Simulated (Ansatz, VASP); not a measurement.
## Cross-check of TiTe2 between VASP and Ansatz

Aim: how closely do two programs agree when they are given the same cell, functional and k mesh? The structure shown comes from an earlier Ansatz run, which isn't shown and may have moved the atoms alone.

Main program and level: Ansatz 0.2.0; plane waves, with VASP 6.6.1 beside it; elastic constants at LDA.

## 1. Starting point

The structure is trigonal, space group P-3m1 (No. 164). Conventional cell: a = 3.668 Å, b = 3.668 Å, c = 6.332 Å, α = 90.00°, β = 90.00°, γ = 120.00°. Ti has 6 Te at 2.72 Å nearest. Nearest to Te lie 3 Ti at 2.72 Å. Farther neighbours and most contacts between anions are not listed.

As a file:

```cif
data_structure
_symmetry_space_group_name_H-M 'P-3m1'
_symmetry_Int_Tables_number 164
_cell_length_a 3.6679
_cell_length_b 3.6679
_cell_length_c 6.3319
_cell_angle_alpha 90.000
_cell_angle_beta 90.000
_cell_angle_gamma 120.000
_cell_volume 73.77
loop_
_atom_site_label
_atom_site_type_symbol
_atom_site_symmetry_multiplicity
_atom_site_Wyckoff_symbol
_atom_site_fract_x
_atom_site_fract_y
_atom_site_fract_z
_atom_site_occupancy
Ti1 Ti 1 a 0.00000 0.00000 0.00000 1
Te1 Te 2 d 0.66667 0.33333 0.26924 1
```

## 2. Ansatz: elastic constants, LDA

Ansatz runs on its default PAW (the set named soft_2) files.

Elastic constants are differences of stresses under small strains, so they test the stress and the mesh.

Contents of input.yaml:

```yaml
crystal:
  lattice:
    - [3.6679234084, 0.0, 0.0]
    - [-1.8339617042, 3.1765148508, 0.0]
    - [0.0, 0.0, 6.3318618446]
  atoms:
    - { symbol: Ti, position: [0.0, 0.0, 0.0] }
    - { symbol: Te, position: [0.6666666667, 0.3333333333, 0.2692278441] }
    - { symbol: Te, position: [0.3333333333, 0.6666666667, 0.7307721559] }
kpoints:
  mp_grid: { grid: [12, 12, 6] }
hamiltonian:
  xc: lda
scf:
  occupations: { method: methfessel_paxton, width: 0.25 }
output:
  forces: true
  stress: true
  eigenvalues: true
elastic:
  mode: relaxed_ion
  stencil: two_point
  amplitude: 0.01
```

Command:

```console
ansatz run input.yaml --threads 8 --pin off --max-ram 16384MiB --backend cpu --events-out ev --progress --plain --runs-dir out
```

Numbers of over 12 decimals in the logs are rounded to 6 here.

What it wrote:

```text
Engine: ansatz 0.2.0, x86_64-unknown-linux-gnu
Pseudopotentials: kind: paw
Pseudopotential: Ti, paw, valence charge 12, recommended cutoff 420 eV (normal), Ti.paw.azcp
Pseudopotential: Te, paw, valence charge 16, recommended cutoff 420 eV (normal), Te.paw.azcp
Functional definition: SPW92
  exchange = slater_x
  correlation = pw_c
Crystal: 3 atoms, lattice volume = 73.774 Å³
Basis set: ecut = 420 eV, 1449 PW (Γ)
Bands: 27, of which v1, the nominal top of the filled ones, is band 22 counted from 1 (21 counted from 0)
Symmetry: 12 space group operations
Space group: P-3m1 (ITA 164), of the structure as read, at distance tolerance 4.2e-5 Å
k-points: 100 of 864
Non-local potential: Ti, projectors of the file, l = 0: 3, l = 1: 2, l = 2: 3, l = 3: 1
Non-local potential: Te, projectors of the file, l = 0: 2, l = 1: 2, l = 2: 2, l = 3: 2
PAW form: soft (Blöchl's): semilocal exchange-correlation on the pseudo side does not see the compensation charge
PAW frozen core: Ti, regenerated for the run's functional, and the local potential with it (the file was generated under x = pbe(κ = 0.804, μ = 0.219515), c = pbe(β = 0.066725))
PAW frozen core: Te, regenerated for the run's functional, and the local potential with it (the file was generated under x = pbe(κ = 0.804, μ = 0.219515), c = pbe(β = 0.066725))
PAW one-centre angular grid: Ti, 590 points (default); XC on 64 Gauss nodes
PAW one-centre angular grid: Te, 590 points (default); XC on 64 Gauss nodes
Initial density: superposition of atomic densities (neutral atoms: chi_scale 0, normalization atom), corrected by the library's trained network
Initial wavefunctions: pseudopotential atomic-orbital guess
Functional: x = slater, c = lda
SCF iter   1: F=—  HF=-16106.897253 eV  |F-HF|=—  |Δ(HF+E_count)|=         —  Δρ=6.54e-3  dr2=2.78e-2  ethr=1.77e-3  ⟨swp⟩=5.2  Hψ=11438  notcnv=0
preconditioner: auto → Kerker (q_TF=auto, 2.503 Å⁻¹)  [metal: Δε(μ)=0.022 eV  Ē_g=6.657 eV  σ=0.250 eV  W_gap=0.08  n_scr=22 (ndim 8)  ℏωp=17.3 eV  f_vac=0.007  D(μ)=1.20/eV (n_scr^D=2)]
SCF iter   2: F=—  HF=-16106.892660 eV  |F-HF|=—  |Δ(HF+E_count)|=   4.59e-3  S|Δr|=    0.00e0  Δρ=3.51e-3  dr2=7.91e-3  ethr=6.32e-5  ⟨swp⟩=1.0  Hψ=3500  notcnv=0
SCF iter   3: F=—  HF=-16106.891496 eV  |F-HF|=—  |Δ(HF+E_count)|=   1.16e-3  S|Δr|=    0.00e0  Δρ=3.85e-4  dr2=1.48e-4  ethr=1.80e-5  ⟨swp⟩=2.2  Hψ=4805  notcnv=0
SCF iter   4: F=—  HF=-16106.891458 eV  |F-HF|=—  |Δ(HF+E_count)|=   3.83e-5  S|Δr|=    0.00e0  Δρ=1.52e-4  dr2=2.13e-5  ethr=3.35e-7  ⟨swp⟩=2.0  Hψ=4802  notcnv=0
SCF iter   5: F=—  HF=-16106.891443 eV  |F-HF|=—  |Δ(HF+E_count)|=   1.52e-5  S|Δr|=    0.00e0  Δρ=5.45e-5  dr2=5.13e-6  ethr=4.84e-8  ⟨swp⟩=2.0  Hψ=4660  notcnv=0
SCF iter   6: F=—  HF=-16106.891441 eV  |F-HF|=—  |Δ(HF+E_count)|=   1.84e-6  S|Δr|=    0.00e0  Δρ=1.16e-5  dr2=1.53e-7  ethr=1.16e-8  ⟨swp⟩=2.7  Hψ=4707  notcnv=0
SCF iter   7: F=—  HF=-16106.891440 eV  |F-HF|=—  |Δ(HF+E_count)|=   2.65e-7  S|Δr|=    0.00e0  Δρ=5.22e-6  dr2=3.24e-8  ethr=3.49e-10  ⟨swp⟩=2.0  Hψ=4802  notcnv=0
SCF iter   8: F=—  HF=-16106.891440 eV  |F-HF|=—  |Δ(HF+E_count)|=   1.16e-8  S|Δr|=    0.00e0  Δρ=1.19e-6  dr2=2.29e-9  ethr=7.36e-11  ⟨swp⟩=2.0  Hψ=4806  notcnv=0
SCF iter   9: F=—  HF=-16106.891440 eV  |F-HF|=—  |Δ(HF+E_count)|=  3.64e-10  S|Δr|=    0.00e0  Δρ=4.56e-7  dr2=4.09e-10  ethr=5.20e-12  ⟨swp⟩=3.0  Hψ=5013  notcnv=0
SCF iter  10: F=—  HF=-16106.891440 eV  |F-HF|=—  |Δ(HF+E_count)|=  6.73e-11  S|Δr|=    0.00e0  Δρ=1.61e-7  dr2=3.08e-11  ethr=9.29e-13 (applied; sched 1.00e-12)  ⟨swp⟩=2.4  Hψ=3974  notcnv=0
SCF iter  11: F=—  HF=-16106.891440 eV  |F-HF|=—  |Δ(HF+E_count)|=  3.64e-12  S|Δr|=    0.00e0  Δρ=3.75e-8  dr2=1.94e-12  ethr=6.99e-14 (applied; sched 1.00e-12)  ⟨swp⟩=2.0  Hψ=3418  notcnv=0
SCF iter  12: F=—  HF=-16106.891440 eV  |F-HF|=—  |Δ(HF+E_count)|=    0.00e0  S|Δr|=    0.00e0  Δρ=1.07e-8  dr2=1.15e-13  ethr=4.41e-15 (applied; sched 1.00e-12)  ⟨swp⟩=2.0  Hψ=3429  notcnv=0
SCF iter  13: F=-16106.891440 eV  HF=-16106.891440 eV  |F-HF|=5.46e-12  |Δ(HF+E_count)|=  3.64e-12  S|Δr|=    0.00e0  Δρ=2.62e-9  dr2=6.07e-15  ethr=1.00e-12  ⟨swp⟩=4.0  Hψ=8211  notcnv=0
SCF 1 converged in 13 iterations: F = -16106.891440 eV  dr2 = 6.07e-15
  greatest PAW one-centre occupation: 0.999 electrons in one spin orbital (limit 2), on the Te atom at site 2 (counted from 0), in its partial waves of l = 2
relax step   1: F+E_penalty+E_count = -16106.89144046 eV  Δ(F+E_penalty+E_count) = +0.000e0 eV  max|allowed force component| = 7.810e-4 eV/Å  Δτ_max = 0.0000 Å  (13 SCF iters, accepted)
[...]
relax step   3: F+E_penalty+E_count = -16106.89079903 eV  Δ(F+E_penalty+E_count) = -6.057e-6 eV  max|allowed force component| = 7.788e-5 eV/Å  Δτ_max = 0.0009 Å  (9 SCF iters, accepted)
[...]
relax step   4: F+E_penalty+E_count = -16106.89079903 eV  Δ(F+E_penalty+E_count) = -1.251e-9 eV  max|allowed force component| = 1.600e-6 eV/Å  Δτ_max = 0.0000 Å  (5 SCF iters, accepted)
iter 1 solved again at ethr=1.00e-12 eV; its pass at ethr=3.10e-3 eV (dr2=2.30e-14 eV) is discarded
SCF iter   1: F=—  HF=-16106.890799 eV  |F-HF|=—  |Δ(HF+E_count)|=         —  Δρ=3.31e-9  dr2=1.27e-14  ethr=1.00e-12  ⟨swp⟩=2.3  Hψ=30312  notcnv=0
SCF iter   2: F=-16106.890799 eV  HF=-16106.890799 eV  |F-HF|=7.28e-12  |Δ(HF+E_count)|=  7.28e-12  S|Δr|=    0.00e0  Δρ=2.19e-9  dr2=6.53e-15  ethr=1.00e-12  ⟨swp⟩=4.3  Hψ=21423  notcnv=0
SCF 33 converged in 2 iterations: F = -16106.890799 eV  dr2 = 6.53e-15
SCF converged after 10 iterations
Stability not checked: this state was not tested for a lower state beside it, because cold or Methfessel-Paxton smearing, or corrected tetrahedra, fill the levels in a way that the test cannot read (fill_not_monotonic; see scf.lower_state_search)
Free energy (F): -16106.891441 eV
Harris-Foulkes:  -16106.891441 eV  (|F-HF|=3.64e-12)
Internal energy: -16106.896564 eV  (E = F + TS)
E sigma→0 (E₀):  -16106.892721 eV
Entropy (-TS):   0.005123 eV (1.708 meV/atom)
Fermi energy:    11.308713 eV
--- Per-component energies (eV) ---
  E_band       = -621.612560
  E_kinetic    = 638.959603
  E_local      = -3193.152865  (includes V_loc(G=0)·N_el)
  E_nonlocal   = -596.684785
  E_hartree    = 1900.561896
  E_xc         = -346.448283
  E_vxc        = -334.101650  (∫ρ·V_xc dr)
  E_paw        = -10019.791348  (= ΣΔE_a)
  E_vpaw       = -937.756353  (= ΣTr[D̂ρ^β])
  E_aug_tail   = -0.000302  (compensation charges beyond the density's cutoff)
  E_ewald      = -4492.023752
  E_core_change = 1.683273  (= ΣΔE_core)
  E_smearing   = 0.005123  (= −TS)
  E_closure    = -0.000000  (closes the sum)
  Σ components = -16106.891441   (vs F -16106.891441, Δ=0.00e0)
--- Forces (eV/Å), atoms counted from 1 ---
  atom   1  Ti     0.00000000     0.00000000     0.00000000
  atom   2  Te    -0.00000000     0.00000000    -0.00000002
  atom   3  Te    -0.00000000    -0.00000000     0.00000002
  max |Σ_I F_I| component: 2.31e-18 eV/Å
--- Stress (GPa, compression-positive) ---
       -0.003859      -0.000000      -0.000000
       -0.000000      -0.003859       0.000000
       -0.000000       0.000000      -0.012850
  P = ⅓ Tr σ = -0.0069 GPa (-0.069 kbar)
--- Band table (eV; the first three rows and the last of 100) ---
  k-point 0: bands = [... 18 lower, 9.6555, 11.5289, 11.7387, 11.7387, 12.0783, 12.6535, 12.6535, 14.5657, ... 1 higher]
  k-point 1: bands = [... 18 lower, 9.6776, 10.7974, 11.7348, 11.7348, 12.2860, 12.5332, 12.5332, 14.7191, ... 1 higher]
  k-point 2: bands = [... 18 lower, 9.7244, 9.7244, 11.7274, 11.7274, 12.3225, 12.3225, 12.4037, 15.0034, ... 1 higher]
  k-point 99: bands = [... 18 lower, 7.4562, 7.7089, 9.5337, 9.5337, 12.3071, 12.3071, 12.4162, 14.6329, ... 1 higher]
--- Elastic constants: 3 strain directions × 2 members + reference (group order 12) ---
  dense FFT box of the reference and of every strained cell: 25×25×45
  strains applied: 11, 33, 23; error gains: componentwise 1.00 (the most a stress slope's error grows in a printed constant), spectral 1.41 (1 for all six strains in a standard setting)
  reference relaxed by the batch: 3 steps; max|allowed force component| 7.81e-4 eV/Å at the deck's positions, 2.81e-8 at the last accepted step, 2.04e-8 by the solve of record
  largest displacement 7.4e-5 Å; the constants are those of the deck's cell at these positions:
  atoms:
    - { symbol: Ti, position: [0, 0, 0] }
    - { symbol: Te, position: [0.666667, 0.333333, 0.269239] }
    - { symbol: Te, position: [0.333333, 0.666667, 0.730761] }
  C = ∂σ_k/∂η_j (tension-positive GPa; Voigt order 11 22 33 23 13 12):
        98.667     26.779     22.851     10.029     -0.000      0.000
        26.779     98.667     22.851    -10.029     -0.000      0.000
        22.851     22.851     66.016      0.000     -0.000      0.000
        10.063    -10.063      0.000     27.399     -0.000     -0.000
         0.000      0.000      0.000      0.000     27.399     10.063
        -0.000      0.000     -0.000     -0.000     10.029     35.944
  reference stress σ⁰ (GPa):      0.004      0.004      0.013     -0.000      0.000      0.000
  C* (energy form; C + prestress term) asymmetry max|C*_kj − C*_jk| = 3.350e-2 GPa — a small one proves nothing (zero by symmetry where the batch's group is 432, −43m or m−3m); a large one is finite-difference/SCF noise where every solve meets its electron count
  moduli (Voigt/Reuss/Hill, GPa): K = 45.37/43.58/44.47   G = 30.87/27.63/29.25   E = 71.98   ν = 0.230
  mechanically stable: yes (min eigenvalue of sym C = 20.75 GPa)
  strain η (Voigt 11):  stress-route row diagonal C_11 = 98.67 GPa, energy-path curvature d²(F+E_count+ΔE)/dδ²/Ω₀ = 98.69 GPa
         δ    σ_11 (GPa)             F (eV)   n_scf  n_hpsi   n_pw
    -1.000e-2      -1.0140      -16106.8891378       2   55727   1446   relax 4 steps, max|allowed force component| 4.94e-5 eV/Å
     1.000e-2       0.9593      -16106.8892005       2   56041   1473   relax 3 steps, max|allowed force component| 2.68e-5 eV/Å
  strain η (Voigt 33):  stress-route row diagonal C_33 = 66.02 GPa, energy-path curvature d²(F+E_count+ΔE)/dδ²/Ω₀ = 65.96 GPa
         δ    σ_33 (GPa)             F (eV)   n_scf  n_hpsi   n_pw
    -1.000e-2      -0.7032      -16106.8898976       2   23006   1446   relax 3 steps, max|allowed force component| 1.82e-5 eV/Å
     1.000e-2       0.6171      -16106.8899484       2   23029   1476   relax 3 steps, max|allowed force component| 4.46e-5 eV/Å
  strain η (Voigt 23):  stress-route row diagonal C_44 = 27.40 GPa, energy-path curvature d²(F+E_count+ΔE)/dδ²/Ω₀ = 27.43 GPa
         δ    σ_23 (GPa)             F (eV)   n_scf  n_hpsi   n_pw
    -1.000e-2      -0.2663      -16106.8908233       2   55970   1461   relax 6 steps, max|allowed force component| 1.38e-5 eV/Å
     1.000e-2       0.2817      -16106.8907990       2   55863   1461   relax 4 steps, max|allowed force component| 1.60e-6 eV/Å
```

(Part 1 of 2 ends here.)

[Lines on the potential files, build, host, timing and source positions are cut from VASP's logs without a mark.]

[Logs are printed without paths, hosts, clocks, repeated set-up lines and the standing remarks that a program may print on its own settings, such as how far it seeks lower states.]

[Hosts, paths, dates, database ids (printed as entryN), source tags and the programs' standing remarks are cut or masked in the printed files.]
